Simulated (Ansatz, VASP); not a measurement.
## Ge5H4 (Ge wire along [100], 25 atoms a period, H-terminated) in two plane-wave programs

One calculation is typed for both programs; each brings its own data sets. How far apart do they land? The cell is taken from a series of runs on this material, whose earlier steps may have relaxed, scaled, displaced or heated it; both programs get it as it stands.

Main program and level: Ansatz 0.2.0; plane waves, with VASP 6.6.1 beside it; single point at PBE.

## (1) The starting structure

The cell holds 45 atoms: 25 Ge and 20 H. Its edges and angles: a = 20.121 Å, b = 20.121 Å, c = 5.743 Å, α = 90.0°, β = 90.0°, γ = 90.0°. Vacuum lies along a and b. The structure's axis is c.

## (2) VASP: single point, PBE

With cell and atoms fixed, the geometry can't cause a difference; cores, projectors, grids and the points listed under the comparison can.

Lines of VASP's logs that name or quote its potential files are left out, and so is its time.

The input, INCAR:

```
SYSTEM = Ge5H4
PREC = Accurate
ENCUT = 410
EDIFF = 1E-06
NELM = 120
ISMEAR = -1
SIGMA = 0.05
LREAL = Auto
ALGO = Normal
GGA = PE
NBANDS = 216
LORBIT = 11
LWAVE = .FALSE.
LCHARG = .FALSE.
ISIF = 2
LASPH = .TRUE.
GGA_COMPAT = .FALSE.
EFERMI = MIDGAP
KPAR = 8
```

The input, POSCAR:

```
Ge5H4
1.0
   20.1210000000      0.0000000000      0.0000000000
    0.0000000000     20.1210000000      0.0000000000
    0.0000000000      0.0000000000      5.7426614271
Ge H
25 20
Direct
    0.2166390190      0.5000082705      0.0000000000
    0.3587278905      0.3587278905      0.9954735340
    0.3587278905      0.6412886505      0.0045264660
    0.5000082705      0.2166390190      0.0000000000
    0.5000082705      0.5000082705      0.0000000000
    0.5000082705      0.7833775220      0.0000000000
    0.6412886505      0.3587278905      0.0045264660
    0.6412886505      0.6412886505      0.9954735340
    0.7833775220      0.5000082705      0.0000000000
    0.2873521695      0.5700217945      0.2465226820
    0.4287069165      0.4287069165      0.2506327530
    0.4299947465      0.7126643715      0.2465226820
    0.5700217945      0.2873521695      0.2465226820
    0.5713096245      0.5713096245      0.2506327530
    0.7126643715      0.4299947465      0.2465226820
    0.3575287320      0.5000082705      0.5000000000
    0.5000082705      0.3575287320      0.5000000000
    0.5000082705      0.6424878090      0.5000000000
    0.6424878090      0.5000082705      0.5000000000
    0.2873521695      0.4299947465      0.7534773180
    0.4299947465      0.2873521695      0.7534773180
    0.4287069165      0.5713096245      0.7493672470
    0.5713096245      0.4287069165      0.7493672470
    0.5700217945      0.7126643715      0.7534773180
    0.7126643715      0.5700217945      0.7534773180
    0.1712110800      0.4558373445      0.1529915550
    0.3140758925      0.3140758925      0.1522108510
    0.4558373445      0.1712110800      0.1529915550
    0.5441791965      0.8288054610      0.1529915550
    0.6859406485      0.6859406485      0.1522108510
    0.8288054610      0.5441791965      0.1529915550
    0.2432010925      0.6151093385      0.4032891950
    0.3849072025      0.7568154485      0.4032891950
    0.6151093385      0.2432010925      0.4032891950
    0.7568154485      0.3849072025      0.4032891950
    0.2432010925      0.3849072025      0.5967108050
    0.3849072025      0.2432010925      0.5967108050
    0.6151093385      0.7568154485      0.5967108050
    0.7568154485      0.6151093385      0.5967108050
    0.1712110800      0.5441791965      0.8470084450
    0.3140758925      0.6859406485      0.8477891490
    0.4558373445      0.8288054610      0.8470084450
    0.5441791965      0.1712110800      0.8470084450
    0.6859406485      0.3140758925      0.8477891490
    0.8288054610      0.4558373445      0.8470084450
```

The input, KPOINTS:

```
Automatic mesh
0
Gamma
1 1 14
0 0 0
```

PAW data sets: Ge_d and H (PBE family, release 64).

Launch:

```bash
mpirun -np 8 vasp_std
```

Numbers of over 12 decimals in the logs are rounded to 6 here.

Log:

```text
[banner, memory and clock lines left out]
running    8 mpi-ranks, on    1 nodes
[...]
|                                                                             |
|           W    W    AA    RRRRR   N    N  II  N    N   GGGG   !!!           |
|           W    W   A  A   R    R  NN   N  II  NN   N  G    G  !!!           |
|           W    W  A    A  R    R  N N  N  II  N N  N  G       !!!           |
|           W WW W  AAAAAA  RRRRR   N  N N  II  N  N N  G  GGG   !            |
|           WW  WW  A    A  R   R   N   NN  II  N   NN  G    G                |
|           W    W  A    A  R    R  N    N  II  N    N   GGGG   !!!           |
|                                                                             |
|     For optimal performance we recommend to set                             |
|       NCORE = 2 up to number-of-cores-per-socket                            |
|     NCORE specifies how many cores store one orbital (NPAR=cpu/NCORE).      |
|     This setting can greatly improve the performance of VASP for DFT.       |
|     The default, NCORE=1 might be grossly inefficient on modern             |
|     multi-core architectures or massively parallel machines. Do your        |
|     Unfortunately you need to use the default for GW and RPA                |
|     calculations (for HF NCORE is supported but not extensively tested      |
|     yet).                                                                   |
|                                                                             |

 LDA part: xc-table for (Slater+PW92), standard interpolation
 POSCAR, INCAR and KPOINTS ok, starting setup
[...]
entering main loop
       N       E                     dE             d eps       ncg     rms          rms(c)
DAV:   1     0.387402881886E+04    0.38740E+04   -0.16050E+05  3800   0.223E+03
DAV:   2     0.512781073748E+03   -0.33612E+04   -0.32797E+04  4600   0.531E+02
DAV:   3    -0.126382695122E+03   -0.63916E+03   -0.62306E+03  4840   0.216E+02
DAV:   4    -0.179610069864E+03   -0.53227E+02   -0.52864E+02  3880   0.686E+01
[...]
DAV:  25    -0.176136589084E+03   -0.65233E-05   -0.55580E-07  2288   0.508E-03    0.235E-04
DAV:  26    -0.176136590208E+03   -0.11243E-05   -0.25828E-07  2392   0.401E-03    0.294E-04
DAV:  27    -0.176136591105E+03   -0.89763E-06   -0.12453E-07  2184   0.671E-03
   1 F= -.17613659E+03 E0= -.17613659E+03  d E =-.320900E-10
```

OUTCAR, selected parts (step 2):

```text
  Total       -2.7701664     -2.7701664     -2.9667409      0.0000000      0.0000000      0.0000000
  in kB       -1.9089920     -1.9089920     -2.0444565      0.0000000      0.0000000      0.0000000
  external PRESSURE =      -1.9541468 kB  Pullay stress =       0.0000000 kB

 POSITION                                       TOTAL-FORCE (eV/Angst)
 -----------------------------------------------------------------------------------
      4.35899     10.06067      0.00000        -0.040884      0.000000     -0.000000
      7.21796      7.21796      5.71667        -0.000328     -0.000328      0.030208
      7.21796     12.90337      0.02599        -0.000328      0.000328     -0.030208
     10.06067      4.35899      0.00000        -0.000000     -0.040884     -0.000000
     10.06067     10.06067      0.00000        -0.000000      0.000000     -0.000000
     10.06067     15.76234      0.00000        -0.000000      0.040884     -0.000000
     12.90337      7.21796      0.02599         0.000328     -0.000328     -0.030208
     12.90337     12.90337      5.71667         0.000328      0.000328      0.030208
     15.76234     10.06067      0.00000         0.040884      0.000000     -0.000000
      5.78181     11.46941      1.41570        -0.014013      0.018788      0.022846
      8.62601      8.62601      1.43930         0.014869      0.014869     -0.007512
      8.65192     14.33952      1.41570        -0.018788      0.014013      0.022846
     11.46941      5.78181      1.41570         0.018788     -0.014013      0.022846
     11.49532     11.49532      1.43930        -0.014869     -0.014869     -0.007512
[...]
-----------------------------------------------------------------------------------
    total drift:                               -0.000064     -0.000064      0.000000

  FREE ENERGIE OF THE ION-ELECTRON SYSTEM (eV)
  ---------------------------------------------------
  free  energy   TOTEN  =      -176.1365911055 eV

  energy  without entropy=     -176.1365911055  energy(sigma->0) =     -176.13659111

[... 3 further parts left out ...]
[key lines of the parts left out:]
E-fermi :  -1.7363
```

## (3) Ansatz: single point, PBE

Ansatz runs on its PAW soft_1 files.

The same cell, functional, mesh and smearing now go to Ansatz, which takes its cutoff from its data sets.

The input, input.yaml:

```yaml
crystal:
  lattice:
    - [20.121, 0.0, 0.0]
    - [0.0, 20.121, 0.0]
    - [0.0, 0.0, 5.7426614271]
  atoms:
    - { symbol: Ge, position: [0.216639019, 0.500008271, 0.0] }
    - { symbol: Ge, position: [0.358727891, 0.358727891, 0.995473534] }
    - { symbol: Ge, position: [0.358727891, 0.641288651, 0.004526466] }
    - { symbol: Ge, position: [0.500008271, 0.216639019, 0.0] }
    - { symbol: Ge, position: [0.500008271, 0.500008271, 0.0] }
    - { symbol: Ge, position: [0.500008271, 0.783377522, 0.0] }
    - { symbol: Ge, position: [0.641288651, 0.358727891, 0.004526466] }
    - { symbol: Ge, position: [0.641288651, 0.641288651, 0.995473534] }
    - { symbol: Ge, position: [0.783377522, 0.500008271, 0.0] }
    - { symbol: H, position: [0.17121108, 0.455837345, 0.152991555] }
    - { symbol: H, position: [0.314075893, 0.314075893, 0.152210851] }
    - { symbol: H, position: [0.455837345, 0.17121108, 0.152991555] }
    - { symbol: H, position: [0.544179197, 0.828805461, 0.152991555] }
    - { symbol: H, position: [0.685940649, 0.685940649, 0.152210851] }
    - { symbol: H, position: [0.828805461, 0.544179197, 0.152991555] }
    - { symbol: Ge, position: [0.28735217, 0.570021795, 0.246522682] }
    - { symbol: Ge, position: [0.428706917, 0.428706917, 0.250632753] }
    - { symbol: Ge, position: [0.429994747, 0.712664372, 0.246522682] }
    - { symbol: Ge, position: [0.570021795, 0.28735217, 0.246522682] }
    - { symbol: Ge, position: [0.571309625, 0.571309625, 0.250632753] }
    - { symbol: Ge, position: [0.712664372, 0.429994747, 0.246522682] }
    - { symbol: H, position: [0.243201093, 0.615109339, 0.403289195] }
    - { symbol: H, position: [0.384907203, 0.756815449, 0.403289195] }
    - { symbol: H, position: [0.615109339, 0.243201093, 0.403289195] }
    - { symbol: H, position: [0.756815449, 0.384907203, 0.403289195] }
    - { symbol: Ge, position: [0.357528732, 0.500008271, 0.5] }
    - { symbol: Ge, position: [0.500008271, 0.357528732, 0.5] }
    - { symbol: Ge, position: [0.500008271, 0.642487809, 0.5] }
    - { symbol: Ge, position: [0.642487809, 0.500008271, 0.5] }
    - { symbol: H, position: [0.243201093, 0.384907203, 0.596710805] }
    - { symbol: H, position: [0.384907203, 0.243201093, 0.596710805] }
    - { symbol: H, position: [0.615109339, 0.756815449, 0.596710805] }
    - { symbol: H, position: [0.756815449, 0.615109339, 0.596710805] }
    - { symbol: Ge, position: [0.28735217, 0.429994747, 0.753477318] }
    - { symbol: Ge, position: [0.429994747, 0.28735217, 0.753477318] }
    - { symbol: Ge, position: [0.428706917, 0.571309625, 0.749367247] }
    - { symbol: Ge, position: [0.571309625, 0.428706917, 0.749367247] }
    - { symbol: Ge, position: [0.570021795, 0.712664372, 0.753477318] }
    - { symbol: Ge, position: [0.712664372, 0.570021795, 0.753477318] }
    - { symbol: H, position: [0.17121108, 0.544179197, 0.847008445] }
    - { symbol: H, position: [0.314075893, 0.685940649, 0.847789149] }
    - { symbol: H, position: [0.455837345, 0.828805461, 0.847008445] }
    - { symbol: H, position: [0.544179197, 0.17121108, 0.847008445] }
    - { symbol: H, position: [0.685940649, 0.314075893, 0.847789149] }
    - { symbol: H, position: [0.828805461, 0.455837345, 0.847008445] }
kpoints:
  mp_grid: { grid: [1, 1, 14] }
  band_path: { path: ["Γ", Z], npoints: 90 }
scf:
  occupations: { method: fermi_dirac, width: 0.05 }
hamiltonian:
  xc: pbe
  pseudopotentials: { kind: paw, azcp: { folder: soft_1 } }
output:
  dos: { e_range: [-5, 4] }
  write_potential: true
  write_density: true
  volumetric_format: npy
```

Launch:

```bash
ansatz run input.yaml --threads 4 --pin off --max-ram 16384MiB --backend cpu --events-out ev --progress --plain --runs-dir out
```

Log:

```text
Engine: ansatz 0.2.0, x86_64-unknown-linux-gnu
Pseudopotentials: kind: paw
Pseudopotential: Ge, paw, valence charge 14, recommended cutoff 420 eV (normal), soft_1/Ge.paw.azcp
Pseudopotential: H, paw, valence charge 1, recommended cutoff 420 eV (normal), soft_1/H.paw.azcp
Functional definition: PBE
  parameter kappa = 0.804
  parameter beta = 0.066725
  exchange = pbe_x(kappa = kappa, mu = beta*pi^2/3)
  correlation = pbe_c(beta = beta)
Crystal: 45 atoms, lattice volume = 2324.943 Å³
Basis set: ecut = 420 eV, 45499 PW (Γ)
Bands: 230, of which v1, the nominal top of the filled ones, is band 185 counted from 1 (184 counted from 0)
Symmetry: 8 space group operations
Space group: P-42m (ITA 111), of the structure as read, at distance tolerance 1.3e-4 Å
k-points: 8 of 14
Non-local potential: Ge, projectors of the file, l = 0: 2, l = 1: 2, l = 2: 3, l = 3: 1
Non-local potential: H, projectors of the file, l = 0: 2, l = 1: 1
PAW form: soft (Blöchl's): semilocal exchange-correlation on the pseudo side does not see the compensation charge
PAW one-centre angular grid: Ge, 590 points (default); XC on 64 Gauss nodes
PAW one-centre angular grid: H, 110 points (default); XC on 64 Gauss nodes
Initial density: superposition of atomic densities (neutral atoms: chi_scale 0, normalization atom)
Initial wavefunctions: pseudopotential atomic-orbital guess
Functional: x = pbe(κ = 0.804, μ = 0.219515), c = pbe(β = 0.066725)
SCF iter   1: F=—  HF=-107692.768797 eV  |F-HF|=—  |Δ(HF+E_count)|=         —  Δρ=3.13e-2  dr2=1.90e1  ethr=3.10e-3  ⟨swp⟩=7.0  Hψ=7485  notcnv=0  defer=15
preconditioner: auto → Resta (q_TF=auto, 2.008 Å⁻¹)  ε∞=1.5  [insulator: Δε(μ)=2.546 eV  Ē_g=21.892 eV  σ=0.050 eV  W_gap=1.00  n_scr=330 (ndim 8)  ℏωp=14.8 eV  f_vac=0.614  D(μ)=0.00/eV (n_scr^D=0)  ε∞_Penn≈1.5  vacuum switching on, ρ_ref=3.5e-2 e/Å³]
SCF iter   2: F=—  HF=-107688.576052 eV  |F-HF|=—  |Δ(HF+E_count)|=    4.19e0  Δρ=1.35e-2  dr2=4.13e0  ethr=3.10e-3  ⟨swp⟩=3.0  Hψ=2561  notcnv=0  defer=291
SCF iter   3: F=—  HF=-107688.672681 eV  |F-HF|=—  |Δ(HF+E_count)|=   9.66e-2  Δρ=5.08e-3  dr2=6.26e0  ethr=1.12e-3  ⟨swp⟩=4.0  Hψ=3559  notcnv=0  defer=287
SCF iter   4: F=—  HF=-107687.656479 eV  |F-HF|=—  |Δ(HF+E_count)|=    1.02e0  Δρ=1.62e-3  dr2=7.31e-2  ethr=1.12e-3  ⟨swp⟩=3.6  Hψ=2977  notcnv=0  defer=282
SCF iter   5: F=—  HF=-107687.657139 eV  |F-HF|=—  |Δ(HF+E_count)|=   6.60e-4  Δρ=7.29e-4  dr2=5.69e-3  ethr=1.98e-5  ⟨swp⟩=2.1  Hψ=2158  notcnv=0  defer=282
SCF iter   6: F=—  HF=-107687.659896 eV  |F-HF|=—  |Δ(HF+E_count)|=   2.76e-3  Δρ=1.19e-4  dr2=4.15e-4  ethr=1.54e-6  ⟨swp⟩=2.0  Hψ=3036  notcnv=0  defer=282
SCF iter   7: F=—  HF=-107687.659955 eV  |F-HF|=—  |Δ(HF+E_count)|=   5.98e-5  Δρ=3.67e-5  dr2=3.67e-5  ethr=1.12e-7  ⟨swp⟩=2.0  Hψ=3034  notcnv=0  defer=282
SCF iter   8: F=—  HF=-107687.660019 eV  |F-HF|=—  |Δ(HF+E_count)|=   6.35e-5  Δρ=1.49e-5  dr2=3.67e-6  ethr=9.93e-9  ⟨swp⟩=2.0  Hψ=3212  notcnv=0  defer=282
SCF iter   9: F=—  HF=-107687.660024 eV  |F-HF|=—  |Δ(HF+E_count)|=   4.58e-6  Δρ=4.21e-6  dr2=4.06e-7  ethr=9.91e-10  ⟨swp⟩=2.0  Hψ=3036  notcnv=0  defer=282
SCF iter  10: F=-107687.660024 eV  HF=-107687.660024 eV  |F-HF|=1.30e-8  |Δ(HF+E_count)|=   2.57e-7  Δρ=1.02e-6  dr2=2.14e-8  ethr=2.70e-11  ⟨swp⟩=14.6  Hψ=9290  notcnv=0
SCF 1 converged in 10 iterations: F = -107687.660024 eV  dr2 = 2.14e-8
  greatest PAW one-centre occupation: 0.998 electrons in one spin orbital (limit 2), on the Ge atom at site 5 (counted from 0), in its partial waves of l = 2
NSCF: frozen V_eff on 91 k-points
[...]
k-point 1: bands = [... 181 lower, -2.3416, -2.1614, -2.1614, -2.1149, 0.6330, 0.6445, 0.6600, 0.6600, ... 41 higher]
  k-point 2: bands = [... 181 lower, -2.4498, -2.1902, -2.1902, -2.1311, 0.6311, 0.6989, 0.6989, 0.7815, ... 41 higher]
  k-point 7: bands = [... 181 lower, -2.7094, -2.6249, -2.6249, -2.5930, 0.4051, 0.4646, 0.4646, 0.4871, ... 41 higher]
```

## (4) Differences

Known differences besides the potentials themselves: the cutoff is 420 eV in Ansatz and 410 eV in VASP (PREC = Accurate, projectors in real space). Total energies have different zeros and are not compared.

Compared:

```
              quantity  Ansatz   VASP  difference
gap on the k mesh (eV)   2.518  2.522      -0.005
```

A gap on the mesh is an upper bound, since the band edges may lie between its points.

## (5) Results

```json
{"difference in gap on the k mesh (single point, PBE)": "-0.0046 eV"}
```

What this shows: The difference in gap on the k mesh is -0.0046 eV (single point, PBE), within the 0.08 eV picked in this series as the mark of a large difference. How closely two codes agree says nothing of how well the functional describes the real material.

[Lines on the potential files, build, host, timing and source positions are cut from VASP's logs without a mark.]

[Logs are printed without paths, hosts, clocks, repeated set-up lines and the standing remarks that a program may print on its own settings, such as how far it seeks lower states.]

[Hosts, paths, dates, database ids (printed as entryN), source tags and the programs' standing remarks are cut or masked in the printed files.]
